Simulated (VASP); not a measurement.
Data:

```
HfO
1.0
    3.13004     0.00000     0.00000
   -1.56502     2.71070     0.00000
    0.00000     0.00000     6.58040
Hf O
2 2
Direct
  0.33333   0.66667   0.03610
  0.66667   0.33333   0.53610
  0.33333   0.66667   0.33890
  0.66667   0.33333   0.83890
```

Calculation: PBEsol GGA, VASP's PBE PAW potentials (set 64) (plane waves; VASP). Numerical set-up: 520 eV cut-off, 13×13×5 Γ-centred mesh, tetrahedra with Blöchl corrections, potentials Hf_pv O.

The cores are frozen, which limits the accuracy of field gradients.

### Question
Give the principal components of the electric field gradient (V/Å²) and the asymmetry η at each nucleus.

### Answer

```
atom    Vxx    Vyy     Vzz     η
----  -----  -----  ------  ----
Hf1   119.5  119.5  -239.1  0.00
Hf2   119.5  119.5  -239.1  0.00
O3     10.5   10.5   -21.0  0.00
O4     10.5   10.5   -21.0  0.00
```

The structure was generated: HfO was put into the wurtzite type (P6_3mc), which need not be its known phase. It was relaxed first, which changed the volume by -35 %.
